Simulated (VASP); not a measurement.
Runs of VASP 6.6.1 on InP. Symmetry: F-43m, No. 216, cubic system. Conventional cell: a = 5.959 Å, b = 5.959 Å, c = 5.959 Å, α = 90.00°, β = 90.00°, γ = 90.00°. Around In (site symmetry -43m) lie 4 P at 2.58 Å. P (site symmetry -43m) is surrounded by 4 In at 2.58 Å. The cell was built by a generator and needn't be a form met in nature.

```csv
task,level,k mesh,grid for exact exchange (PRECFOCK),exchange at q = 0,screening parameter,gap on the mesh (eV),pressure (GPa)
band structure,r2SCAN,10 × 10 × 10,-,-,-,0.88,-1.7
electrostatic potential,PBE0,6 × 6 × 6,Fast,default,-,(a),-2.3
band structure,PBE0,6 × 6 × 6,Fast,truncated,-,1.80,-2.3
electrostatic potential,HSE06,6 × 6 × 6,Fast,-,0.2 1/A,1.21,-2.0
band structure,HSE06,6 × 6 × 6,Fast,-,0.2 1/A,1.21,-2.0
```

Alike in all rows: potentials or basis VASP PAW PBE potentials, release 64 (In_d, P); no spin polarisation; cell as given; cutoff (eV) 520; smearing gaussian 0.02 eV.

Q: Fill in the values left out.

A: (a) 1.82.

Caveats: the PAW data sets were made with another functional, which shifts forces and pressure a little; spin-orbit coupling is left out, which moves the levels of the heavy elements.

A k mesh can miss the band edges, and the runs leave out spin-orbit coupling on In.

Runs at the PBE level aren't shown here.
